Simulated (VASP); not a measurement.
# CaCuH2 (R-3m) in VASP: notebook

One crystal, CaCuH2, is run at these levels: PBE, RPBE; tasks: relaxation of cell and atoms, relaxation of the atoms.

All numbers are computed with VASP 6.6.1; they aren't measurements. Logs are shortened: lines on timing, memory, paths and dates and some standing lists are left out, and cuts for length are marked.

**1. Starting point**

Symmetry: R-3m, No. 166, trigonal system. Conventional cell: a = 3.890 Å, b = 3.890 Å, c = 13.072 Å, α = 90.00°, β = 90.00°, γ = 120.00°. Ca (site symmetry -3m) is surrounded by 6 H at 2.33 Å. Cu (site symmetry -3m) is surrounded by 2 H at 1.54 Å. H (site symmetry 3m) has 1 Cu at 1.54 Å as nearest neighbours.

The cell was built by a generator and needn't be a form met in nature.

**2. Relaxation of cell and atoms, PBE**

INCAR reads:

```
SYSTEM = CaCuH2
PREC = Accurate
ENCUT = 600
EDIFF = 1E-6
ISMEAR = 0
SIGMA = 0.05
LREAL = .FALSE.
LASPH = .TRUE.
NELM = 60
ALGO = Normal
ISIF = 3
LWAVE = .FALSE.
LCHARG = .FALSE.
GGA = PE
IBRION = 2
NSW = 40
EDIFFG = -0.02
```

KPOINTS reads:

```
regular mesh
0
G
  8 8 8
  0 0 0
```

POSCAR reads:

```
CaCuH2
1.0
    1.9452400000      1.1230900000      4.3573800000
   -1.9452400000      1.1230900000      4.3573800000
    0.0000000000     -2.2461700000      4.3573800000
Ca Cu H
1 1 2
Direct
    0.5000000000      0.5000000000      0.5000000000
    0.0000000000      0.0000000000      0.0000000000
    0.8818100000      0.8818100000      0.8818100000
    0.1181900000      0.1181900000      0.1181900000
```

Potentials or basis: VASP PAW PBE potentials, release 64 (Ca_sv, Cu, H).

The run is started by

```console
> cat potpaw_PBE.64/Ca_sv/POTCAR potpaw_PBE.64/Cu/POTCAR potpaw_PBE.64/H/POTCAR > POTCAR
> mpirun -np 1 vasp_std > vasp.out
```

OUTCAR:

```text
SYSTEM = CaCuH2
   PREC = Accurate
   ENCUT = 600
   EDIFF = 1E-6
   ISMEAR = 0
   LREAL = .FALSE.
   LASPH = .TRUE.
   NELM = 60
   ISIF = 3
   GGA = PE
   IBRION = 2
   NSW = 40
   EDIFFG = -0.02

 ion  position               nearest neighbor table
   1  0.500  0.500  0.500-
   2  0.000  0.000  0.000-   3 1.54   4 1.54
   3  0.882  0.882  0.882-   2 1.54
   4  0.118  0.118  0.118-   2 1.54

  LATTYP: Found a trigonal (rhomboedric) cell.
 ALAT       =     4.9022495112
 COS(alpha) =     0.6850898149

  Lattice vectors:

 A1 = (   1.9452400000,   1.1230900000,   4.3573800000)
 A2 = (  -1.9452400000,   1.1230900000,   4.3573800000)
 A3 = (   0.0000000000,  -2.2461700000,   4.3573800000)

Analysis of symmetry for initial positions (statically):
=====================================================================
 Subroutine PRICEL returns:
 Original cell was already a primitive cell.

 Routine SETGRP: Setting up the symmetry group for a
 trigonal (rhombohedral) supercell.

 Subroutine GETGRP returns: Found 12 space group operations
 (whereof 12 operations were pure point group operations)
 out of a pool of 12 trial point group operations.

The static configuration has the point symmetry D_3d.

Analysis of symmetry for dynamics (positions and initial velocities):
=====================================================================
 Subroutine PRICEL returns:
 Original cell was already a primitive cell.

 Routine SETGRP: Setting up the symmetry group for a
 trigonal (rhombohedral) supercell.

 Subroutine GETGRP returns: Found 12 space group operations
 (whereof 12 operations were pure point group operations)
 out of a pool of 12 trial point group operations.

The dynamic configuration has the point symmetry D_3d.

 Subroutine INISYM returns: Found 12 space group operations
 (whereof 12 operations are pure point group operations),
 and found     1 'primitive' translations

----------------------------------------------------------------------------------------

                                     Primitive cell

  volume of cell :      57.1167

  direct lattice vectors                    reciprocal lattice vectors
     1.945240000  1.123090000  4.357380000     0.257037692  0.148400539  0.076498455
[... 163 lines left out ...]
      0.00000      0.00000      6.53607         0.000000      0.000000      0.000000
      0.00000      0.00000      0.00000        -0.000000      0.000000      0.000000
      0.00000      0.00001     11.52714        -0.000000     -0.000000     -0.020763
      0.00000      0.00000      1.54500        -0.000000      0.000000      0.020763
 -----------------------------------------------------------------------------------
    total drift:                               -0.000000      0.000000     -0.000000

  FREE ENERGIE OF THE ION-ELECTRON SYSTEM (eV)
  ---------------------------------------------------
  free  energy   TOTEN  =       -13.2319802209 eV

  energy  without entropy=      -13.2291947847  energy(sigma->0) =      -13.23058750

--------------------------------------- Ionic step        2  -------------------------------------------

 number of electron      23.0000008 magnetization

 Free energy of the ion-electron system (eV)
  ---------------------------------------------------
  ext. energy  EPLUGINS =         0.00000000
  ---------------------------------------------------
  free energy    TOTEN  =       -13.23216264 eV

  energy without entropy =      -13.22935572  energy(sigma->0) =      -13.23075918

 E-fermi :   3.0502     XC(G=0):  -9.1640

 val. band max:        3.0436164796   @ k =  -0.1250   0.3750   0.1250
 cond. band min:       3.0548889172   @ k =  -0.2500   0.2500   0.0000
 fundamental gap:      0.0112724376
 Fermi energy:         3.0502342122

 k-point     1 :       0.0000    0.0000    0.0000
  band No.  band energies     occupation
      1     -38.2206      2.00000
      2     -19.2598      2.00000
      3     -19.1843      2.00000
      4     -19.1843      2.00000
      5      -5.2295      2.00000
      6      -0.9127      2.00000
      7      -0.3331      2.00000
      8      -0.3331      2.00000
      9      -0.0937      2.00000
     10      -0.0513      2.00000
     11      -0.0513      2.00000
     12       3.3496      0.00000
     13       5.7445      0.00000
     14       5.7445      0.00000
[... 401 lines left out ...]
      2     -19.2669      2.00000
      3     -19.2534      2.00000
      4     -19.2004      2.00000
      5      -4.3299      2.00000
      6      -1.5634      2.00000
      7      -0.4087      2.00000
      8      -0.3014      2.00000
      9      -0.2835      2.00000
     10      -0.0553      2.00000
     11       0.0484      2.00000
     12       3.2873      0.00000
     13       5.6742      0.00000
     14       5.7212      0.00000
     15       6.5830      0.00000

 [... further k-points ...]

------------------------ aborting loop because EDIFF is reached ----------------------------------------

  FORCE on cell =-STRESS in cart. coord.  units (eV):
  Direction    XX          YY          ZZ          XY          YZ          ZX
  --------------------------------------------------------------------------------------
  -------------------------------------------------------------------------------------
  Total       -0.0018462     -0.0018462     -0.0050250      0.0000000     -0.0000000      0.0000000
  in kB       -0.0516197     -0.0516199     -0.1405014      0.0000000     -0.0000001      0.0000000
  external PRESSURE =      -0.0812470 kB  Pullay stress =       0.0000000 kB

 VOLUME and BASIS-vectors are now :
 -----------------------------------------------------------------------------
  energy-cutoff  :      600.00
  volume of cell :       57.30
      direct lattice vectors                 reciprocal lattice vectors
     1.946289148  1.123695738  4.366752032     0.256899136  0.148320543  0.076334272
    -1.946289148  1.123695738  4.366752032    -0.256899136  0.148320543  0.076334272
     0.000000000 -2.247381449  4.366752026     0.000000000 -0.296641087  0.076334613

 POSITION                                       TOTAL-FORCE (eV/Angst)
 -----------------------------------------------------------------------------------
      0.00000      0.00001      6.55013        -0.000000      0.000000      0.000000
     -0.00000      0.00000      0.00000         0.000000      0.000000      0.000000
      0.00000      0.00001     11.55093         0.000000      0.000000      0.017904
      0.00000      0.00000      1.54932        -0.000000     -0.000000     -0.017904
 -----------------------------------------------------------------------------------
    total drift:                               -0.000000      0.000000      0.000000

  FREE ENERGIE OF THE ION-ELECTRON SYSTEM (eV)
  ---------------------------------------------------
  free  energy   TOTEN  =       -13.2321626391 eV

  energy  without entropy=      -13.2293557207  energy(sigma->0) =      -13.23075918

 reached required accuracy - stopping structural energy minimisation
```

Wall time 3.1 min (1 thread of AMD EPYC 7R43 (Zen 3), shared host); peak memory 0.26 GiB.

Results:

| Quantity | Value |
| --- | --- |
| Free energy | -13.2322 eV |
| Relaxed volume | 14.33 Å³/atom |
| Relaxed cell | a = 4.911 Å, b = 4.911 Å, c = 4.911 Å, α = 46.69°, β = 46.69°, γ = 46.69° |
| Space group after relaxing (to 0.05 Å) | R-3m (No. 166) |
| Energy gained by relaxing | 0.0 meV/atom |
| Ionic steps | 2 |
| Pressure after relaxing | 0.0 GPa |
| Largest force after relaxing | 0.018 eV/Å |
| Band gap on the k mesh | none (metal or under the smearing width) |

Forces on the atoms (eV/Å):
```
Ca   0.000  0.000  0.000
Cu   0.000  0.000  0.000
H    0.000  0.000  0.018
H    0.000  0.000 -0.018
```

Step by step:
```csv
step,energy change (eV),largest force (eV/Å),pressure (GPa),volume (Å³)
1,0.0000,0.0208,0.25,57.12
2,-0.0002,0.0179,-0.01,57.30
```

Final structure:
```
Ca Cu H
1.0
     1.94629    1.12370    4.36675
    -1.94629    1.12370    4.36675
     0.00000   -2.24738    4.36675
Ca Cu H
1 1 2
Direct
  0.50000 0.50000 0.50000
  0.00000 0.00000 0.00000
  0.88173 0.88173 0.88173
  0.11827 0.11827 0.11827
```

**3. Relaxation of the atoms, RPBE**

INCAR reads:

```
ALGO = Fast
EDIFF = 1E-7
EDIFFG = -0.01
ENCUT = 520
GGA = RP
IBRION = 2
ISIF = 2
ISMEAR = 0
LASPH = T
LCHARG = F
LREAL = F
LWAVE = F
NELM = 100
NSW = 40
PREC = Accurate
SIGMA = 0.05
```

KPOINTS reads:

```
k-points
0
Gamma
  8 8 8
```

POSCAR is that of step 2.

Potentials or basis: VASP PAW PBE potentials, release 64 (Ca_sv, Cu, H).

The run is started by

```console
> cat potpaw_PBE.64/Ca_sv/POTCAR potpaw_PBE.64/Cu/POTCAR potpaw_PBE.64/H/POTCAR > POTCAR
> mpirun -np 1 vasp_std > vasp.out
```

OUTCAR:

```text
EDIFF = 1E-7
   EDIFFG = -0.01
   ENCUT = 520
   GGA = RP
   IBRION = 2
   ISIF = 2
   ISMEAR = 0
   LASPH = T
   LREAL = F
   NELM = 100
   NSW = 40
   PREC = Accurate

 ion  position               nearest neighbor table
   1  0.500  0.500  0.500-
   2  0.000  0.000  0.000-   3 1.54   4 1.54
   3  0.882  0.882  0.882-   2 1.54
   4  0.118  0.118  0.118-   2 1.54

  LATTYP: Found a trigonal (rhomboedric) cell.
 ALAT       =     4.9022495112
 COS(alpha) =     0.6850898149

  Lattice vectors:

 A1 = (   1.9452400000,   1.1230900000,   4.3573800000)
 A2 = (  -1.9452400000,   1.1230900000,   4.3573800000)
 A3 = (   0.0000000000,  -2.2461700000,   4.3573800000)

Analysis of symmetry for initial positions (statically):
[... 280 lines left out ...]
      5      -5.0882      2.00000
      6      -0.7448      2.00000
      7      -0.1666      2.00000
      8      -0.1666      2.00000
      9       0.0189      2.00000
     10       0.1053      2.00000
     11       0.1053      2.00000
     12       3.5326      0.00000
     13       5.9589      0.00000
     14       5.9589      0.00000
[... 401 lines left out ...]
      2     -19.1792      2.00000
      3     -19.1686      2.00000
      4     -19.1119      2.00000
      5      -4.1914      2.00000
      6      -1.4323      2.00000
      7      -0.2442      2.00000
      8      -0.1362      2.00000
      9      -0.1171      2.00000
     10       0.1017      2.00000
     11       0.2052      2.00000
     12       3.4490      0.00000
     13       5.8877      0.00000
     14       5.9178      0.00000
     15       6.7935      0.00000

 [... further k-points ...]

------------------------ aborting loop because EDIFF is reached ----------------------------------------

  FORCE on cell =-STRESS in cart. coord.  units (eV):
  Direction    XX          YY          ZZ          XY          YZ          ZX
  --------------------------------------------------------------------------------------
  -------------------------------------------------------------------------------------
  Total        0.6396781      0.6396802      0.7762444      0.0000000      0.0000006      0.0000000
  in kB       17.9435738     17.9436322     21.7743866      0.0000000      0.0000167      0.0000000
  external PRESSURE =      19.2205309 kB  Pullay stress =       0.0000000 kB
[... 19 lines left out ...]
  FREE ENERGIE OF THE ION-ELECTRON SYSTEM (eV)
  ---------------------------------------------------
  free  energy   TOTEN  =       -12.5651194302 eV

  energy  without entropy=      -12.5622428067  energy(sigma->0) =      -12.56368112

 reached required accuracy - stopping structural energy minimisation
```

Wall time 7 min (1 thread of AMD EPYC 7R43 (Zen 3), shared host); peak memory 0.23 GiB.

What came out:

| Property | Result |
| --- | --- |
| Free energy | -12.5651 eV |
| Energy gained by relaxing | 0.1 meV/atom |
| Ionic steps | 3 |
| Pressure after relaxing | 1.9 GPa |
| Largest force after relaxing | 0.006 eV/Å |
| Band gap on the k mesh | none (metal or under the smearing width) |

Forces in eV/Å, atoms in the order of the input:
```
Ca   0.000  0.000  0.000
Cu   0.000  0.000  0.000
H    0.000  0.000  0.006
H    0.000  0.000 -0.006
```

Step by step:
| step | energy change (eV) | largest force (eV/Å) | pressure (GPa) |
| --- | --- | --- | --- |
| 1 | 0.0000 | 0.0634 | 2.08 |
| 2 | -0.0003 | 0.0325 | 2.01 |
| 3 | -0.0004 | 0.0063 | 1.92 |

Final structure:
```cif
data_structure
_symmetry_space_group_name_H-M 'P 1'
_symmetry_Int_Tables_number 1
_cell_length_a 4.9022
_cell_length_b 4.9022
_cell_length_c 4.9022
_cell_angle_alpha 46.757
_cell_angle_beta 46.757
_cell_angle_gamma 46.757
_cell_volume 57.12
loop_
_atom_site_label
_atom_site_type_symbol
_atom_site_fract_x
_atom_site_fract_y
_atom_site_fract_z
_atom_site_occupancy
Ca1 Ca 0.50000 0.50000 0.50000 1
Cu1 Cu 0.00000 0.00000 0.00000 1
H1 H 0.88128 0.88128 0.88128 1
H2 H 0.11872 0.11872 0.11872 1
```

Levels at points of the mesh, in eV from the Fermi level:
```tsv
k point	band 7	band 8	band 9	band 10	band 11	band 12	band 13	band 14	band 15
(0.00, 0.00, 0.00)	-3.39	-3.39	-3.20	-3.11	-3.11	0.31	2.74	2.74	3.98
(0.50, 0.00, 0.00)	-3.42	-3.34	-3.28	-2.92	-2.54	-1.15	2.30	2.70	3.53
(0.50, 0.50, 0.00)	-3.54	-3.37	-3.35	-2.92	-2.61	0.19	0.54	3.70	3.93
(0.50, 0.50, 0.50)	-3.78	-3.29	-3.29	-3.08	-3.08	2.07	2.07	2.58	3.44
```

Caveat: the PAW data sets were made with another functional, which shifts forces and pressure a little.

(Continued in part 2 of 2.)
